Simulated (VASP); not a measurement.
```xyz
2
Lattice="0.0000 2.1384 2.1384 2.1384 0.0000 2.1384 2.1384 2.1384 0.0000" Properties=species:S:1:pos:R:3 pbc="T T T"
Fe     0.0000     0.0000     0.0000
O      2.1384     2.1384     2.1384
```
Starting moments (μB, in the order of the record's atoms Fe O): 4.0 0.0.

Computed with PBEsol GGA, VASP's PBE PAW potentials (set 64) (plane waves; VASP 6.6.1). Numerical set-up: 520 eV cut-off, 13×13×13 Γ-centred mesh, first-order Methfessel-Paxton smearing of 0.10 eV, potentials Fe O.

The moments were started parallel, and other spin orders were not tried in this run.

**Question.** The ions, cell shape and volume are relaxed. Give the cell that the relaxation ends in.

**Answer.** 
```xyz
2
Lattice="0.0000 2.1244 2.1244 2.1244 0.0000 2.1244 2.1244 2.1244 0.0000" Properties=species:S:1:pos:R:3 pbc="T T T"
Fe     0.0000     0.0000     0.0000
O      2.1244     2.1244     2.1244
```
Space group Fm-3m (225), at a tolerance of 0.03 Å. The cell ends with 4.00 μB, on the sites 3.60 0.31 μB.

**Question.** How do energy and volume change from the first to the last step?

**Answer.** The energy (σ→0) changes by -2.5 meV/atom and the volume by -2.0 %, in 3 ionic steps.

The structure was generated: FeO was put into the rock salt type (Fm-3m), which need not be its known phase. This run relaxes it. Symmetry was kept, so distortions that lower it aren't found.
